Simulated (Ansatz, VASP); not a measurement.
**Cross-check of Te2Mo between VASP and Ansatz**

Wanted: the spread between two codes on one cell, functional and k mesh. The cell is taken from a series of VASP runs on this material, whose earlier steps may have relaxed, scaled or displaced it; both programs get it as it stands.

Program: Ansatz 0.2.0. Level of theory: plane waves, with VASP 6.6.1 beside it; band structure at LDA, DFT+U, band structure at r2SCAN, DFT+U and band structure at r2SCAN, spin-orbit coupling. Results are calculated unless marked as measured.

## (1) Set-up

The structure is hexagonal, space group P6_3/mmc (No. 194). The conventional cell has a = 3.518 Å, b = 3.518 Å, c = 13.974 Å, α = 90.00°, β = 90.00°, γ = 120.00°. Te has 3 Mo at 2.70 Å nearest. Nearest to Mo lie 6 Te at 2.70 Å. Farther neighbours and most contacts between anions are not listed.

Structure file:

```cif
data_structure
_symmetry_space_group_name_H-M 'P6_3/mmc'
_symmetry_Int_Tables_number 194
_cell_length_a 3.5182
_cell_length_b 3.5182
_cell_length_c 13.9736
_cell_angle_alpha 90.000
_cell_angle_beta 90.000
_cell_angle_gamma 120.000
_cell_volume 149.79
loop_
_atom_site_label
_atom_site_type_symbol
_atom_site_symmetry_multiplicity
_atom_site_Wyckoff_symbol
_atom_site_fract_x
_atom_site_fract_y
_atom_site_fract_z
_atom_site_occupancy
Te1 Te 4 f 0.66667 0.33333 0.37780 1
Mo1 Mo 2 c 0.66667 0.33333 0.75000 1
```

## (2) VASP: band structure, LDA, DFT+U

The same path points are solved in both programs, so levels can be compared one by one.

Lines of VASP's logs that name or quote its potential files are left out, and so is its time.

Contents of INCAR:

```
SYSTEM = Te2Mo
PREC = Accurate
ENCUT = 350
EDIFF = 1E-06
NELM = 100
ISMEAR = 0
SIGMA = 0.03
LREAL = .FALSE.
ALGO = Normal
GGA = CA
NBANDS = 42
LDAU = .TRUE.
LDAUTYPE = 2
LDAUL = -1 2
LDAUU = 0 4.38
LDAUJ = 0 0
LDAUPRINT = 1
LASPH = .TRUE.
LMAXMIX = 4
LORBIT = 11
LWAVE = .FALSE.
LCHARG = .FALSE.
KPAR = 8
```

Contents of POSCAR:

```
Te2Mo
1.0
    3.5182000000      0.0000000000      0.0000000000
   -1.7591000000      3.0468505756      0.0000000000
    0.0000000000      0.0000000000     13.9736000000
Te Mo
4 2
Direct
    0.6666666667      0.3333333333      0.3777982746
    0.3333333333      0.6666666667      0.8777982746
    0.6666666667      0.3333333333      0.1222017254
    0.3333333333      0.6666666667      0.6222017254
    0.6666666667      0.3333333333      0.7500000000
    0.3333333333      0.6666666667      0.2500000000
```

Contents of KPOINTS:

```
Automatic mesh
0
Gamma
8 8 2
0 0 0
```

Contents of KPOINTS_OPT:

```
Line mode
8
Line-mode
Reciprocal
  0.00000000   0.00000000   0.00000000 GAMMA
  0.50000000   0.00000000   0.00000000 M

  0.50000000   0.00000000   0.00000000 M
  0.33333333   0.33333333   0.00000000 K

  0.33333333   0.33333333   0.00000000 K
  0.00000000   0.00000000   0.00000000 GAMMA

  0.00000000   0.00000000   0.00000000 GAMMA
  0.00000000   0.00000000   0.50000000 A

  0.00000000   0.00000000   0.50000000 A
  0.50000000   0.00000000   0.50000000 L

  0.50000000   0.00000000   0.50000000 L
  0.33333333   0.33333333   0.50000000 H

  0.33333333   0.33333333   0.50000000 H
  0.00000000   0.00000000   0.50000000 A

  0.50000000   0.00000000   0.50000000 L
  0.50000000   0.00000000   0.00000000 M

  0.33333333   0.33333333   0.00000000 K
  0.33333333   0.33333333   0.50000000 H
```

PAW data sets: Te and Mo_sv (LDA family, release 64).

Command:

```bash
$ mpirun -np 8 vasp_std
```

Numbers of over 12 decimals in the logs are rounded to 6 here.

The log of the run:

```text
[banner, memory and clock lines left out]
running    8 mpi-ranks, on    1 nodes
 distrk:  each k-point on    1 cores,    8 groups
 distr:  one band on    1 cores,    1 groups

 POSCAR found type information on POSCAR TeMo
 POSCAR found :  2 types and       6 ions
|                                                                             |
|           W    W    AA    RRRRR   N    N  II  N    N   GGGG   !!!           |
|           W    W   A  A   R    R  NN   N  II  NN   N  G    G  !!!           |
|           W    W  A    A  R    R  N N  N  II  N N  N  G       !!!           |
|           W WW W  AAAAAA  RRRRR   N  N N  II  N  N N  G  GGG   !            |
|           WW  WW  A    A  R   R   N   NN  II  N   NN  G    G                |
|           W    W  A    A  R    R  N    N  II  N    N   GGGG   !!!           |
|                                                                             |
|     For optimal performance we recommend to set                             |
|       NCORE = 2 up to number-of-cores-per-socket                            |
|     NCORE specifies how many cores store one orbital (NPAR=cpu/NCORE).      |
|     This setting can greatly improve the performance of VASP for DFT.       |
|     The default, NCORE=1 might be grossly inefficient on modern             |
|     multi-core architectures or massively parallel machines. Do your        |
|     Unfortunately you need to use the default for GW and RPA                |
|     calculations (for HF NCORE is supported but not extensively tested      |
|     yet).                                                                   |
|                                                                             |

 LDA part: xc-table for (Slater(with rela. corr.)+CA(PZ))
 , standard interpolation
 POSCAR, INCAR and KPOINTS ok, starting setup
 FFT: planning ... GRIDC
 FFT: planning ... GRID_SOFT
 FFT: planning ... GRID
 WAVECAR not read
 entering main loop
       N       E                     dE             d eps       ncg     rms          rms(c)
DAV:   1     0.317334346909E+03    0.31733E+03   -0.21880E+04  1976   0.816E+02
DAV:   2    -0.162190214663E+02   -0.33355E+03   -0.31853E+03  1978   0.247E+02
DAV:   3    -0.322036433086E+02   -0.15985E+02   -0.15714E+02  1942   0.480E+01
DAV:   4    -0.324900835106E+02   -0.28644E+00   -0.28620E+00  2000   0.656E+00
DAV:   5    -0.324976640461E+02   -0.75805E-02   -0.75801E-02  1974   0.103E+00    0.225E+01
DAV:   6    -0.313452835255E+02    0.11524E+01   -0.66985E+00  1792   0.146E+01    0.992E+00
DAV:   7    -0.309920025156E+02    0.35328E+00   -0.34878E+00  1724   0.104E+01    0.578E+00
DAV:   8    -0.307021575168E+02    0.28984E+00   -0.53889E-01  1830   0.414E+00    0.186E+00
DAV:   9    -0.307018089944E+02    0.34852E-03   -0.87980E-02  1924   0.111E+00    0.660E-01
DAV:  10    -0.306984523363E+02    0.33567E-02   -0.11857E-02  1844   0.610E-01    0.244E-01
DAV:  11    -0.306985185617E+02   -0.66225E-04   -0.10135E-03  2076   0.133E-01    0.164E-01
DAV:  12    -0.306985518592E+02   -0.33298E-04   -0.15550E-04  1896   0.589E-02    0.172E-01
DAV:  13    -0.306985092177E+02    0.42642E-04   -0.20658E-04  1796   0.743E-02    0.105E-02
DAV:  14    -0.306985105022E+02   -0.12845E-05   -0.64999E-06  1802   0.112E-02    0.951E-03
DAV:  15    -0.306985108680E+02   -0.36579E-06   -0.68996E-07   942   0.343E-03
   1 F= -.30698511E+02 E0= -.30698511E+02  d E =-.591360E-12
 Start KPOINTS_OPT (optional k-point list driver)
k-point batch [1-20\72]
       N       E                     dE             ncg
DAV:   1    -0.136515199881E+04   -0.24280E+05     2000
DAV:   2    -0.790890914760E+04   -0.65438E+04     1954
DAV:   3    -0.822866019485E+04   -0.31975E+03     2002
DAV:   4    -0.823458991497E+04   -0.59297E+01     1960
DAV:   5    -0.823475290166E+04   -0.16299E+00     2012
DAV:   6    -0.823475809349E+04   -0.51918E-02     1964
DAV:   7    -0.823475834232E+04   -0.24884E-03     2022
DAV:   8    -0.823475835486E+04   -0.12536E-04     1510
DAV:   9    -0.823475835553E+04   -0.67579E-06     1290
[...]
k-point batch [61-72\72]
       N       E                     dE             ncg
DAV:   1     0.569055969463E+04   -0.19483E+05     1200
DAV:   2     0.190078314062E+04   -0.37898E+04     1172
DAV:   3     0.171566778816E+04   -0.18512E+03     1160
DAV:   4     0.171244422292E+04   -0.32236E+01     1160
DAV:   5     0.171236305900E+04   -0.81164E-01     1086
DAV:   6     0.171235979532E+04   -0.32637E-02     1148
DAV:   7     0.171235964364E+04   -0.15168E-03     1090
DAV:   8     0.171235963630E+04   -0.73410E-05      970
DAV:   9     0.171235963594E+04   -0.35637E-06      642
```

Parts of OUTCAR (step 2):

```text
ion  position               nearest neighbor table
   1  0.667  0.333  0.378-   6 2.70   6 2.70   6 2.70   3 3.57
   2  0.333  0.667  0.878-   5 2.70   5 2.70   5 2.70   4 3.57
   3  0.667  0.333  0.122-   6 2.70   6 2.70   6 2.70   1 3.57
   4  0.333  0.667  0.622-   5 2.70   5 2.70   5 2.70   2 3.57
   5  0.667  0.333  0.750-   2 2.70   4 2.70   2 2.70   4 2.70   2 2.70   4 2.70
   6  0.333  0.667  0.250-   1 2.70   3 2.70   1 2.70   3 2.70   1 2.70   3 2.70

  LATTYP: Found a hexagonal cell.
 ALAT       =     3.5182000000
 C/A-ratio  =     3.9718037633

 Subroutine GETGRP returns: Found 24 space group operations
 (whereof 12 operations were pure point group operations)

The static configuration has the point symmetry D_3d.
 The point group associated with its full space group is D_6h.

 Found     20 irreducible k-points:

   k-points           NKPTS =     20   k-points in BZ     NKDIM =     20   number of bands    NBANDS=     42

   dimension x,y,z NGX =    24 NGY =   24 NGZ =   90
   dimension x,y,z NGXF=    48 NGYF=   48 NGZF=  180

   ENCUT  =  350.0 eV  25.72 Ry    5.07 a.u.   5.37  5.37 21.32*2*pi/ulx,y,z

   NELECT =      52.0000    total number of electrons

 k-points in reciprocal lattice and weights: Automatic mesh
   0.00000000  0.00000000  0.00000000       0.008
   0.12500000  0.00000000  0.00000000       0.047
   0.25000000  0.00000000  0.00000000       0.047
   0.37500000  0.00000000  0.00000000       0.047
   0.50000000  0.00000000  0.00000000       0.023
   0.12500000  0.12500000  0.00000000       0.047
   0.25000000  0.12500000  0.00000000       0.094
   0.37500000  0.12500000  0.00000000       0.094
   0.25000000  0.25000000  0.00000000       0.047
[...]
0.25000000  0.25000000  0.50000000       0.047
   0.37500000  0.25000000  0.50000000       0.047

atom =   5  type =  2  l = 2

 onsite density matrix

spin component  1

  0.3902 -0.0000  0.0000  0.0000  0.0000
 -0.0000  0.4077  0.0000  0.0000  0.0000
  0.0000  0.0000  0.3897 -0.0000  0.0000
  0.0000  0.0000 -0.0000  0.4077 -0.0000
  0.0000  0.0000  0.0000 -0.0000  0.3902

spin component  2

 occupancies and eigenvectors

  o =  0.3897  v =  0.0000  0.0000 -1.0000 -0.0000  0.0000  0.0000  0.0000  0.0000  0.0000  0.0000      0.0000  0.0000  0.0000  0.0000  0.0000  0.0000  0.0000  0.0000  0.0000  0.0000
  o =  0.3897  v =  0.0000  0.0000  0.0000  0.0000  0.0000  0.0000  0.0000 -1.0000 -0.0000  0.0000      0.0000  0.0000  0.0000  0.0000  0.0000  0.0000  0.0000  0.0000  0.0000  0.0000
  o =  0.3902  v =  0.0000  0.0000  0.0000  0.0000  0.0000  0.0000 -0.0000  0.0000 -0.0000  1.0000      0.0000  0.0000  0.0000  0.0000  0.0000  0.0000  0.0000  0.0000  0.0000  0.0000
  o =  0.3902  v =  0.0000 -0.0000  0.0000 -0.0000  1.0000  0.0000  0.0000  0.0000  0.0000  0.0000      0.0000  0.0000  0.0000  0.0000  0.0000  0.0000  0.0000  0.0000  0.0000  0.0000
  o =  0.3902  v =  0.0000  0.0000  0.0000  0.0000  0.0000  1.0000  0.0000  0.0000  0.0000  0.0000      0.0000  0.0000  0.0000  0.0000  0.0000  0.0000  0.0000  0.0000  0.0000  0.0000
  o =  0.3902  v =  1.0000  0.0000  0.0000  0.0000  0.0000  0.0000  0.0000  0.0000  0.0000  0.0000      0.0000  0.0000  0.0000  0.0000  0.0000  0.0000  0.0000  0.0000  0.0000  0.0000
  o =  0.4077  v =  0.0000 -0.0000  0.0000  1.0000  0.0000  0.0000  0.0000  0.0000  0.0000  0.0000      0.0000  0.0000  0.0000  0.0000  0.0000  0.0000  0.0000  0.0000  0.0000  0.0000
  o =  0.4077  v =  0.0000  0.0000  0.0000  0.0000  0.0000  0.0000 -0.0000  0.0000  1.0000  0.0000      0.0000  0.0000  0.0000  0.0000  0.0000  0.0000  0.0000  0.0000  0.0000  0.0000
  o =  0.4077  v =  0.0000  0.0000  0.0000  0.0000  0.0000  0.0000  1.0000  0.0000  0.0000  0.0000      0.0000  0.0000  0.0000  0.0000  0.0000  0.0000  0.0000  0.0000  0.0000  0.0000
  o =  0.4077  v =  0.0000  1.0000  0.0000  0.0000  0.0000  0.0000  0.0000  0.0000  0.0000  0.0000      0.0000  0.0000  0.0000  0.0000  0.0000  0.0000  0.0000  0.0000  0.0000  0.0000

atom =   6  type =  2  l = 2

 onsite density matrix

spin component  1

  0.3902 -0.0000  0.0000  0.0000  0.0000
 -0.0000  0.4077 -0.0000 -0.0000  0.0000
  0.0000 -0.0000  0.3897  0.0000  0.0000
  0.0000 -0.0000  0.0000  0.4077  0.0000
  0.0000  0.0000  0.0000  0.0000  0.3902

spin component  2

 occupancies and eigenvectors

  o =  0.3897  v =  0.0000  0.0000 -1.0000 -0.0000  0.0000  0.0000  0.0000  0.0000  0.0000  0.0000      0.0000  0.0000  0.0000  0.0000  0.0000  0.0000  0.0000  0.0000  0.0000  0.0000
  o =  0.3897  v =  0.0000  0.0000  0.0000  0.0000  0.0000  0.0000  0.0000 -1.0000 -0.0000  0.0000      0.0000  0.0000  0.0000  0.0000  0.0000  0.0000  0.0000  0.0000  0.0000  0.0000
  o =  0.3902  v =  0.0000  0.0000  0.0000  0.0000  0.0000  0.0000 -0.0000  0.0000 -0.0000  1.0000      0.0000  0.0000  0.0000  0.0000  0.0000  0.0000  0.0000  0.0000  0.0000  0.0000
  o =  0.3902  v =  0.0000 -0.0000  0.0000 -0.0000  1.0000  0.0000  0.0000  0.0000  0.0000  0.0000      0.0000  0.0000  0.0000  0.0000  0.0000  0.0000  0.0000  0.0000  0.0000  0.0000
  o =  0.3902  v =  0.0000  0.0000  0.0000  0.0000  0.0000  1.0000  0.0000  0.0000  0.0000  0.0000      0.0000  0.0000  0.0000  0.0000  0.0000  0.0000  0.0000  0.0000  0.0000  0.0000
  o =  0.3902  v =  1.0000  0.0000  0.0000  0.0000  0.0000  0.0000  0.0000  0.0000  0.0000  0.0000      0.0000  0.0000  0.0000  0.0000  0.0000  0.0000  0.0000  0.0000  0.0000  0.0000
  o =  0.4077  v =  0.0000 -0.0000  0.0000 -1.0000  0.0000  0.0000  0.0000  0.0000  0.0000  0.0000      0.0000  0.0000  0.0000  0.0000  0.0000  0.0000  0.0000  0.0000  0.0000  0.0000
  o =  0.4077  v =  0.0000  0.0000  0.0000  0.0000  0.0000  0.0000 -0.0000  0.0000 -1.0000  0.0000      0.0000  0.0000  0.0000  0.0000  0.0000  0.0000  0.0000  0.0000  0.0000  0.0000
  o =  0.4077  v =  0.0000  0.0000  0.0000  0.0000  0.0000  0.0000 -1.0000 -0.0000  0.0000 -0.0000      0.0000  0.0000  0.0000  0.0000  0.0000  0.0000  0.0000  0.0000  0.0000  0.0000
  o =  0.4077  v =  0.0000 -1.0000 -0.0000  0.0000 -0.0000  0.0000  0.0000  0.0000  0.0000  0.0000      0.0000  0.0000  0.0000  0.0000  0.0000  0.0000  0.0000  0.0000  0.0000  0.0000

 average (electrostatic) potential at core
       1 -86.8928       2 -86.8928       3 -86.8928       4 -86.8928       5 -73.9066
       6 -73.9066

 E-fermi :   8.2970

 k-point     1 :       0.0000    0.0000    0.0000
  band No.  band energies     occupation
    ...
     22       7.0230      2.00000
     23       7.0230      2.00000
     24       7.1047      2.00000
     25       7.7357      2.00000
     26       8.1654      2.00000
     27      10.9704      0.00000
     28      10.9704      0.00000
     29      11.0883      0.00000
     30      11.0883      0.00000
     31      11.2348      0.00000
    ...

 k-point     2 :       0.1250    0.0000    0.0000
  band No.  band energies     occupation
    ...
     22       6.7516      2.00000
     23       6.9437      2.00000
     24       7.1508      2.00000
     25       7.9157      2.00000
     26       7.9530      2.00000
     27      10.3576      0.00000
     28      10.3914      0.00000
     29      10.4165      0.00000
     30      10.5145      0.00000
     31      10.7626      0.00000
    ...

 k-point     3 :       0.2500    0.0000    0.0000
  band No.  band energies     occupation
    ...
     22       6.8058      2.00000
     23       6.8807      2.00000
     24       7.0431      2.00000
     25       7.2187      2.00000
     26       7.2764      2.00000
     27       9.3026      0.00000
     28       9.9164      0.00000
     29       9.9821      0.00000
     30      10.0165      0.00000
     31      10.2704      0.00000
    ...

 k-point     4 :       0.3750    0.0000    0.0000
  band No.  band energies     occupation
    ...
     22       6.6292      2.00000
     23       6.7918      2.00000
     24       7.0418      2.00000
     25       7.2501      2.00000
     26       7.4304      2.00000
     27       9.3411      0.00000
     28       9.4954      0.00000
     29       9.6551      0.00000
     30       9.8569      0.00000
     31      10.4237      0.00000
    ...

 k-point     5 :       0.5000    0.0000    0.0000
  band No.  band energies     occupation
    ...
     22       6.3044      2.00000
     23       7.0433      2.00000
     24       7.1294      2.00000
     25       7.4182      2.00000
     26       7.6861      2.00000
     27       9.3837      0.00000
     28       9.4348      0.00000
     29       9.6007      0.00000
     30       9.8946      0.00000
     31      10.6975      0.00000
    ...

 k-point     6 :       0.1250    0.1250    0.0000
  band No.  band energies     occupation
    ...
     22       6.5793      2.00000
     23       7.0077      2.00000
     24       7.1724      2.00000
     25       7.4752      2.00000
     26       7.7149      2.00000
     27       9.4147      0.00000
     28       9.8058      0.00000
     29      10.0438      0.00000
     30      10.0457      0.00000
     31      10.3024      0.00000
    ...

  Total       -1.0809910     -1.0809910      0.5877273      0.0000000      0.0000000      0.0000000
  in kB      -11.5625249    -11.5625249      6.2864639      0.0000000      0.0000000      0.0000000
  external PRESSURE =      -5.6128619 kB  Pullay stress =       0.0000000 kB

  energy-cutoff  :      350.00
  volume of cell :      149.79
      direct lattice vectors                 reciprocal lattice vectors
     3.518200000  0.000000000  0.000000000     0.284236257  0.164103880  0.000000000
    -1.759100000  3.046850576  0.000000000     0.000000000  0.328207759  0.000000000
     0.000000000  0.000000000 13.973600000     0.000000000  0.000000000  0.071563520

 POSITION                                       TOTAL-FORCE (eV/Angst)
 -----------------------------------------------------------------------------------
      1.75910      1.01562      5.27920         0.000000      0.000000      0.229138
     -0.00000      2.03123     12.26600         0.000000     -0.000000      0.229138
      1.75910      1.01562      1.70760         0.000000      0.000000     -0.229138
     -0.00000      2.03123      8.69440         0.000000     -0.000000     -0.229138
      1.75910      1.01562     10.48020         0.000000     -0.000000      0.000000
     -0.00000      2.03123      3.49340        -0.000000      0.000000      0.000000
 -----------------------------------------------------------------------------------
    total drift:                               -0.000000      0.000000     -0.000000

  FREE ENERGIE OF THE ION-ELECTRON SYSTEM (eV)
  ---------------------------------------------------
  free  energy   TOTEN  =       -30.6985108680 eV

  energy  without entropy=      -30.6985108680  energy(sigma->0) =      -30.69851087

 total charge
# of ion       s       p       d       tot
------------------------------------------
    1        1.391   1.999   0.070   3.459
    2        1.391   1.999   0.070   3.459
    3        1.391   1.999   0.070   3.459
    4        1.391   1.999   0.070   3.459
    5        2.271   6.158   3.922  12.352
    6        2.271   6.158   3.922  12.352
--------------------------------------------------
tot         10.105  20.313   8.123  38.541
```

This run has no spin polarisation, so a moment on Mo, if there is one, isn't seen.

(Continued in part 2 of 3.)

[Lines on the potential files, build, host, timing and source positions are cut from VASP's logs without a mark.]

[Logs are printed without paths, hosts, clocks, repeated set-up lines and the standing remarks that a program may print on its own settings, such as how far it seeks lower states.]

[Hosts, paths, dates, database ids (printed as entryN), source tags and the programs' standing remarks are cut or masked in the printed files.]
